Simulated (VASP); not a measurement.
# Mo(100): what the settings do to the level below the vacuum

Aim: find which settings matter for a slab model of Mo(100), and what they cost.

Program: VASP 6.6.1. Level of theory: PBE; plane waves and PAW (Mo), in the first sound run; inputs show where later runs differ. Results are calculated unless marked as measured.

This is a report of a sequence of runs, with most program output left out.

## 1. The starting structure

The cell holds 7 atoms: 7 Mo. Its edges and angles: a = 3.150 Å, b = 3.150 Å, c = 27.450 Å, α = 90.0°, β = 90.0°, γ = 90.0°. Vacuum lies along c.

Structure file:

```xyz
7
Lattice="3.1500 0.0000 0.0000 0.0000 3.1500 0.0000 0.0000 0.0000 27.4500" Properties=species:S:1:pos:R:3
Mo    0.0000    0.0000    9.0000
Mo    1.5750    1.5750   10.5750
Mo    0.0000    0.0000   12.1500
Mo    1.5750    1.5750   13.7250
Mo    0.0000    0.0000   15.3000
Mo    1.5750    1.5750   16.8750
Mo    0.0000    0.0000   18.4500
```

## 2. The base run

The base run sets the number that all others are held against.

The input, INCAR:

```
SYSTEM = Mo
PREC = Normal
ENCUT = 350
EDIFF = 1E-06
NELM = 120
ISMEAR = 1
SIGMA = 0.1
LREAL = .FALSE.
ALGO = Normal
GGA = PE
NBANDS = 28
LORBIT = 11
LWAVE = .FALSE.
LCHARG = .FALSE.
KPAR = 4
IDIPOL = 3
LDIPOL = .TRUE.
DIPOL = 0.5 0.5 0.5
LVHAR = .TRUE.
LVACPOTAV = .TRUE.
NEDOS = 1500
```

The input, POSCAR:

```
Mo
1.0
    3.1500000000      0.0000000000      0.0000000000
    0.0000000000      3.1500000000      0.0000000000
    0.0000000000      0.0000000000     27.4500000000
Mo
7
Direct
    0.0000000000      0.0000000000      0.3278688525
    0.5000000000      0.5000000000      0.3852459016
    0.0000000000      0.0000000000      0.4426229508
    0.5000000000      0.5000000000      0.5000000000
    0.0000000000      0.0000000000      0.5573770492
    0.5000000000      0.5000000000      0.6147540984
    0.0000000000      0.0000000000      0.6721311475
```

The input, KPOINTS:

```
Automatic mesh
0
Gamma
8 8 1
0 0 0
```

Potentials, in the order of the species: Mo (PBE family, release 64).

Launch:

```
> mpirun -np 4 vasp_std
```

The job ended after 24 s (4 MPI ranks of AMD EPYC 7R43, shared host; peak memory 0.63 GiB).

The data set Mo keeps the semicore shell frozen, which is cheaper and a little less accurate.

Numbers from this step:

| Quantity | Value |
| --- | --- |
| electronic cycles | 26 |
| electrons | 42 |
| free energy (TOTEN) | -72.2827 eV |
| energy at zero smearing | -72.2833 eV |
| Fermi energy | 0.382 eV |
| labelled metallic, from the levels on this mesh | yes |
| dipole moment | 0, 0, 0 e·Å |
| vacuum levels | 4.329, 4.329 eV |
| work functions of the upper and lower face | 3.947, 3.947 eV |
| highest filled level below the vacuum | 3.947 eV |

The planar average of the electrostatic potential oscillates, so the rows of the table below give means over windows of 1.53 Å about each position, cut where the curve ends. Its maxima inside the range that stand out by 2 % of the span (Å: eV): 9.8: -5.72, 11.3: -6.30, 13.0: -6.20, 14.5: -6.20, 16.1: -6.30, 17.6: -5.72. Its minima: 9.0: -6.67, 10.6: -7.27, 12.2: -7.40, 13.7: -7.26, 15.2: -7.40, 16.9: -7.27, 18.4: -6.67.

Zero at the Fermi level. Planar average of the electrostatic potential against height; means over each step:

| height (Å) | planar average of the electrostatic potential (eV) |
| --- | --- |
| 0.77 | 3.95 |
| 2.29 | 3.95 |
| 3.82 | 3.95 |
| 5.35 | 3.93 |
| 6.88 | 3.42 |
| 8.41 | -3.03 |
| 9.95 | -6.35 |
| 11.47 | -6.78 |
| 13.00 | -6.69 |
| 14.53 | -6.70 |
| 16.06 | -6.77 |
| 17.59 | -6.31 |
| 19.12 | -2.51 |
| 20.65 | 3.52 |
| 22.18 | 3.94 |
| 23.71 | 3.95 |
| 25.24 | 3.95 |
| 26.77 | 3.95 |

Density of states in the PAW spheres, an atom over height of the layer and energy from the Fermi level.

Ten even steps from '0' (0.00 states/eV) to '9' (2.09 states/eV), each cell a mean:
```
4232324
8121218
9313139
5213125
5444445
4465644
6655566
4544454
4756574
5887885
3443443
1576751
1454541
0355530
0011100
0000000
0000000
0000000
0000000
0000000
0000000
0000000
```
Columns: height of the layer (Å) from 9 to 18.4; rows upwards: energy from the Fermi level (eV) from -7.9 to 0.5.

Force by atom:

| atom | x (eV/Å) | y (eV/Å) | z (eV/Å) | size |
| --- | --- | --- | --- | --- |
| Mo1 | 0.00 | 0.00 | 1.62 | 1.62 |
| Mo2 | 0.00 | 0.00 | -1.37 | 1.37 |
| Mo3 | 0.00 | 0.00 | -0.21 | 0.21 |
| Mo4 | 0.00 | 0.00 | 0.00 | 0.00 |
| Mo5 | 0.00 | 0.00 | 0.21 | 0.21 |
| Mo6 | 0.00 | 0.00 | 1.37 | 1.37 |
| Mo7 | 0.00 | 0.00 | -1.62 | 1.62 |

The highest filled level lies 3.95 eV below the vacuum at the upper face.

Only the dipole across the slab is computed (IDIPOL = 3); zeros along the plane are no results.

The map of layer states is cut here 0.5 eV above the Fermi level, so it leaves out the states above that.

## 3. Another mesh, mesh points along a 3, k-mesh 3×3×1

The mesh decides how well the Fermi level or the band edge is found.

Edit INCAR of step 2 so:

```diff
@@ -14,3 +14,3 @@
 LCHARG = .FALSE.
-KPAR = 4
+NCORE = 4
 IDIPOL = 3
@@ -20,2 +20 @@
 LVACPOTAV = .TRUE.
-NEDOS = 1500
```

POSCAR is that of step 2.

The input, KPOINTS:

```
Automatic mesh
0
Gamma
3 3 1
0 0 0
```

Launch:

```
> mpirun -np 4 vasp_std
```

It took 6.4 s on 4 MPI ranks; peak memory 0.31 GiB; 23 s of CPU time.

Numbers from this step:

* electronic cycles: 27
* free energy (TOTEN): -71.3378 eV
* energy at zero smearing: -71.3274 eV
* Fermi energy: 0.1559 eV
* vacuum levels: 4.696, 4.696 eV
* work functions of the upper and lower face: 4.540, 4.540 eV
* highest filled level below the vacuum: 4.540 eV

Force by atom:

| atom | x (eV/Å) | y (eV/Å) | z (eV/Å) | size |
| --- | --- | --- | --- | --- |
| Mo1 | 0.00 | 0.00 | 1.78 | 1.78 |
| Mo2 | 0.00 | 0.00 | -1.37 | 1.37 |
| Mo3 | 0.00 | 0.00 | -0.04 | 0.04 |
| Mo4 | 0.00 | 0.00 | 0.00 | 0.00 |
| Mo5 | 0.00 | 0.00 | 0.04 | 0.04 |
| Mo6 | 0.00 | 0.00 | 1.37 | 1.37 |
| Mo7 | 0.00 | 0.00 | -1.78 | 1.78 |

Against the base run its depth below the vacuum changes by +0.59 eV and the energy by +136.6 meV an atom.

## 4. Another mesh, mesh points along a 5, k-mesh 5×5×1

Edit INCAR of step 3 so:

```diff
@@ -14,3 +14,4 @@
 LCHARG = .FALSE.
-NCORE = 4
+KPAR = 2
+NCORE = 2
 IDIPOL = 3
```

POSCAR is that of step 3.

The input, KPOINTS:

```
Automatic mesh
0
Gamma
5 5 1
0 0 0
```

Launch:

```
> mpirun -np 4 vasp_std
```

Wall time 11 s (4 MPI ranks); peak memory 0.47 GiB.

Against the base run its depth below the vacuum changes by +0.02 eV and the energy by -6.7 meV an atom.

## 5. Another mesh, mesh points along a 12, k-mesh 12×12×1

Edit INCAR of step 4 so:

```diff
@@ -14,4 +14,3 @@
 LCHARG = .FALSE.
-KPAR = 2
-NCORE = 2
+KPAR = 4
 IDIPOL = 3
```

POSCAR is that of step 4.

The input, KPOINTS:

```
Automatic mesh
0
Gamma
12 12 1
0 0 0
```

Launch:

```
> mpirun -np 4 vasp_std
```

Run time: 42 s. Hardware: 4 MPI ranks; peak memory 0.76 GiB; 2.7 min of CPU time.

Against the base run its depth below the vacuum changes by +0.00 eV and the energy by +1.3 meV an atom.

## 6. Comparing the runs

Times are for 4 MPI ranks of AMD EPYC 7R43, shared host. The runs compared:

| no. | mesh points along a | highest filled level below the vacuum (eV) | energy at zero smearing less the lowest (eV) | time | memory (GiB) |
| --- | --- | --- | --- | --- | --- |
| 1 | 3 | 4.540 | 1.003 | 6.4 s | 0.31 |
| 2 | 5 | 3.964 | 0 | 11 s | 0.47 |
| 3 | 12 | 3.948 | 0.05602 | 42 s | 0.76 |

## 7. Another vacuum, vacuum width 5

Too little vacuum lets the faces of neighbouring images overlap, and too much only costs plane waves.

INCAR is that of step 5.

The input, POSCAR:

```
Mo
1.0
    3.1500000000      0.0000000000      0.0000000000
    0.0000000000      3.1500000000      0.0000000000
    0.0000000000      0.0000000000     14.4500000000
Mo
7
Direct
    0.0000000000      0.0000000000      0.1730103806
    0.5000000000      0.5000000000      0.2820069204
    0.0000000000      0.0000000000      0.3910034602
    0.5000000000      0.5000000000      0.5000000000
    0.0000000000      0.0000000000      0.6089965398
    0.5000000000      0.5000000000      0.7179930796
    0.0000000000      0.0000000000      0.8269896194
```

The input, KPOINTS:

```
Automatic mesh
0
Gamma
8 8 1
0 0 0
```

Launch:

```
> mpirun -np 4 vasp_std
```

Wall time 12 s (4 MPI ranks); peak memory 0.49 GiB.

Numbers from this step:

```yaml
electronic_cycles: 22
free_energy_toten: -72.4896 eV
energy_at_zero_smearing: -72.4892 eV
fermi_energy: 4.209 eV
```

Force by atom:

| atom | x (eV/Å) | y (eV/Å) | z (eV/Å) | size |
| --- | --- | --- | --- | --- |
| Mo1 | 0.00 | 0.00 | 1.34 | 1.34 |
| Mo2 | 0.00 | 0.00 | -1.29 | 1.29 |
| Mo3 | 0.00 | 0.00 | -0.20 | 0.20 |
| Mo4 | 0.00 | 0.00 | 0.00 | 0.00 |
| Mo5 | 0.00 | 0.00 | 0.20 | 0.20 |
| Mo6 | 0.00 | 0.00 | 1.29 | 1.29 |
| Mo7 | 0.00 | 0.00 | -1.34 | 1.34 |

The program found no flat vacuum in this gap and printed no vacuum level, so no level below the vacuum can be given.

## 8. Another vacuum, vacuum width 8

INCAR is that of step 7.

The input, POSCAR:

```
Mo
1.0
    3.1500000000      0.0000000000      0.0000000000
    0.0000000000      3.1500000000      0.0000000000
    0.0000000000      0.0000000000     17.4500000000
Mo
7
Direct
    0.0000000000      0.0000000000      0.2292263610
    0.5000000000      0.5000000000      0.3194842407
    0.0000000000      0.0000000000      0.4097421203
    0.5000000000      0.5000000000      0.5000000000
    0.0000000000      0.0000000000      0.5902578797
    0.5000000000      0.5000000000      0.6805157593
    0.0000000000      0.0000000000      0.7707736390
```

KPOINTS is that of step 7.

Launch:

```
> mpirun -np 4 vasp_std
```

Run time: 18 s. Hardware: 4 MPI ranks; peak memory 0.5 GiB.

The program found no flat vacuum in this gap and printed no vacuum level, so no level below the vacuum can be given.

## 9. Another vacuum, vacuum width 24

INCAR is that of step 8.

The input, POSCAR:

```
Mo
1.0
    3.1500000000      0.0000000000      0.0000000000
    0.0000000000      3.1500000000      0.0000000000
    0.0000000000      0.0000000000     33.4500000000
Mo
7
Direct
    0.0000000000      0.0000000000      0.3587443946
    0.5000000000      0.5000000000      0.4058295964
    0.0000000000      0.0000000000      0.4529147982
    0.5000000000      0.5000000000      0.5000000000
    0.0000000000      0.0000000000      0.5470852018
    0.5000000000      0.5000000000      0.5941704036
    0.0000000000      0.0000000000      0.6412556054
```

KPOINTS is that of step 8.

Launch:

```
> mpirun -np 4 vasp_std
```

Wall time 33 s (4 MPI ranks); peak memory 0.77 GiB; 2.1 min of CPU time.

Against the base run its depth below the vacuum changes by +0.00 eV and the energy by -0.0 meV an atom.

## 10. Side by side

Times are for 4 MPI ranks of AMD EPYC 7R43, shared host. The runs compared:

| no. | vacuum width | electronic cycles | free energy (TOTEN) less the lowest (eV) | eigenvalues first band | time | memory (GiB) |
| --- | --- | --- | --- | --- | --- | --- |
| 1 | 5 | 22 | 0 | 12 | 12 s | 0.49 |
| 2 | 8 | 32 | 0.1992 | 12 | 18 s | 0.5 |
| 3 | 24 | 31 | 0.2067 | 13 | 33 s | 0.77 |

## 11. A lower cutoff, ENCUT 210

A lower cutoff is cheaper, and the test is whether a potential difference survives it better than the total energy.

Edit INCAR of step 9 so:

```diff
@@ -2,3 +2,3 @@
 PREC = Normal
-ENCUT = 350
+ENCUT = 210
 EDIFF = 1E-06
```

The input, POSCAR:

```
Mo
1.0
    3.1500000000      0.0000000000      0.0000000000
    0.0000000000      3.1500000000      0.0000000000
    0.0000000000      0.0000000000     27.4500000000
Mo
7
Direct
    0.0000000000      0.0000000000      0.3278688525
    0.5000000000      0.5000000000      0.3852459016
    0.0000000000      0.0000000000      0.4426229508
    0.5000000000      0.5000000000      0.5000000000
    0.0000000000      0.0000000000      0.5573770492
    0.5000000000      0.5000000000      0.6147540984
    0.0000000000      0.0000000000      0.6721311475
```

KPOINTS is that of step 9.

Launch:

```
> mpirun -np 4 vasp_std
```

The job ended after 14 s (4 MPI ranks; peak memory 0.45 GiB).

Numbers from this step:

* electronic cycles: 29
* free energy (TOTEN): -72.2516 eV
* energy at zero smearing: -72.2523 eV
* Fermi energy: 0.3808 eV
* vacuum levels: 4.318, 4.318 eV
* work functions of the upper and lower face: 3.937, 3.937 eV
* highest filled level below the vacuum: 3.937 eV

Against the base run its depth below the vacuum changes by -0.01 eV and the energy by +4.4 meV an atom.

## 12. A lower cutoff, ENCUT 280

Edit INCAR of step 11 so:

```diff
@@ -2,3 +2,3 @@
 PREC = Normal
-ENCUT = 210
+ENCUT = 280
 EDIFF = 1E-06
```

POSCAR is that of step 11.

KPOINTS is that of step 11.

Launch:

```
> mpirun -np 4 vasp_std
```

Elapsed: 21 s, on 4 MPI ranks; peak memory 0.57 GiB.

This step gave:

```
electronic cycles                          : 31
free energy (TOTEN)                        : -72.2581 eV
energy at zero smearing                    : -72.2587 eV
Fermi energy                               : 0.3821 eV
vacuum levels                              : 4.327, 4.327 eV
work functions of the upper and lower face : 3.945, 3.945 eV
highest filled level below the vacuum      : 3.945 eV
```

Against the base run its depth below the vacuum changes by -0.00 eV and the energy by +3.5 meV an atom.

## 13. Another smearing width, SIGMA 0.02

The width trades sharpness at the Fermi level against the mesh needed.

Edit INCAR of step 12 so:

```diff
@@ -2,3 +2,3 @@
 PREC = Normal
-ENCUT = 280
+ENCUT = 350
 EDIFF = 1E-06
@@ -6,3 +6,3 @@
 ISMEAR = 1
-SIGMA = 0.1
+SIGMA = 0.02
 LREAL = .FALSE.
```

POSCAR is that of step 12.

KPOINTS is that of step 12.

Launch:

```
> mpirun -np 4 vasp_std
```

Run time: 27 s. Hardware: 4 MPI ranks; peak memory 0.66 GiB; 1.7 min of CPU time.

This step gave:

```yaml
electronic_cycles: 30
free_energy_toten: -72.2842 eV
energy_at_zero_smearing: -72.2841 eV
fermi_energy: 0.3851 eV
vacuum_levels: 4.322, 4.322 eV
work_functions_of_the_upper_and_lower_face: 3.937, 3.937 eV
highest_filled_level_below_the_vacuum: 3.937 eV
```

Against the base run its depth below the vacuum changes by -0.01 eV and the energy by -0.1 meV an atom.

## 14. Another smearing width, SIGMA 0.4

Edit INCAR of step 13 so:

```diff
@@ -6,3 +6,3 @@
 ISMEAR = 1
-SIGMA = 0.02
+SIGMA = 0.4
 LREAL = .FALSE.
```

POSCAR is that of step 13.

KPOINTS is that of step 13.

Launch:

```
> mpirun -np 4 vasp_std
```

The job ended after 26 s (4 MPI ranks; peak memory 0.65 GiB; 1.7 min of CPU time).

This step gave:

```yaml
free_energy_toten: -72.2773 eV
energy_at_zero_smearing: -72.2839 eV
fermi_energy: 0.3903 eV
vacuum_levels: 4.366, 4.366 eV
work_functions_of_the_upper_and_lower_face: 3.976, 3.976 eV
highest_filled_level_below_the_vacuum: 3.976 eV
```

Against the base run its depth below the vacuum changes by +0.03 eV and the energy by -0.1 meV an atom.

## 15. Another level, functional LDA, disp none

This step: LDA; plane waves and PAW (Mo) (VASP 6.6.1).

Beside the numerical settings stands the choice of exchange and correlation.

Edit INCAR of step 14 so:

```diff
@@ -6,6 +6,6 @@
 ISMEAR = 1
-SIGMA = 0.4
+SIGMA = 0.1
 LREAL = .FALSE.
 ALGO = Normal
-GGA = PE
+GGA = CA
 NBANDS = 28
```

POSCAR is that of step 14.

KPOINTS is that of step 14.

Launch:

```
> mpirun -np 4 vasp_std
```

The job ended after 28 s (4 MPI ranks; peak memory 0.56 GiB; 1.8 min of CPU time).

The PAW data sets were made with PBE, though LDA sets exist; this is a small mismatch.

Numbers from this step:

```yaml
electronic_cycles: 31
free_energy_toten: -80.3193 eV
energy_at_zero_smearing: -80.3197 eV
fermi_energy: 0.084 eV
vacuum_levels: 4.376, 4.376 eV
work_functions_of_the_upper_and_lower_face: 4.292, 4.292 eV
highest_filled_level_below_the_vacuum: 4.292 eV
```

Force by atom:

| atom | x (eV/Å) | y (eV/Å) | z (eV/Å) | size |
| --- | --- | --- | --- | --- |
| Mo1 | 0.00 | 0.00 | 2.27 | 2.27 |
| Mo2 | 0.00 | 0.00 | -1.33 | 1.33 |
| Mo3 | 0.00 | 0.00 | -0.22 | 0.22 |
| Mo4 | 0.00 | 0.00 | 0.00 | 0.00 |
| Mo5 | 0.00 | 0.00 | 0.22 | 0.22 |
| Mo6 | 0.00 | 0.00 | 1.33 | 1.33 |
| Mo7 | 0.00 | 0.00 | -2.27 | 2.27 |

Against the base run its depth below the vacuum changes by +0.35 eV.

## 16. Another level, functional PBEsol, disp none

This step: PBEsol; plane waves and PAW (Mo) (VASP 6.6.1).

Edit INCAR of step 15 so:

```diff
@@ -9,3 +9,3 @@
 ALGO = Normal
-GGA = CA
+GGA = PS
 NBANDS = 28
```

POSCAR is that of step 15.

KPOINTS is that of step 15.

Launch:

```
> mpirun -np 4 vasp_std
```

Wall time 27 s (4 MPI ranks); peak memory 0.62 GiB; 1.7 min of CPU time.

The PAW data sets were made with PBE, which is usual practice but a small mismatch for other functionals.

Against the base run its depth below the vacuum changes by +0.10 eV.

## 17. Another level, functional RPBE, disp none

This step: RPBE; plane waves and PAW (Mo) (VASP 6.6.1).

Edit INCAR of step 16 so:

```diff
@@ -9,3 +9,3 @@
 ALGO = Normal
-GGA = PS
+GGA = RP
 NBANDS = 28
```

POSCAR is that of step 16.

KPOINTS is that of step 16.

Launch:

```
> mpirun -np 4 vasp_std
```

Run time: 41 s. Hardware: 4 MPI ranks; peak memory 0.67 GiB; 2.7 min of CPU time.

Against the base run its depth below the vacuum changes by -0.19 eV.

[end of part 1 of 2]

[Lines on the potential files, build, host, timing and source positions are cut from VASP's logs without a mark.]

[Logs are printed without paths, hosts, clocks, repeated set-up lines and the standing remarks that a program may print on its own settings, such as how far it seeks lower states.]

[Hosts, paths, dates, database ids (printed as entryN), source tags and the programs' standing remarks are cut or masked in the printed files.]

[In band tables of VASP the shares of atoms and orbitals are scaled to a sum of 1 inside the atoms' spheres.]

[Runs that stopped without an error message from VASP are left out.]
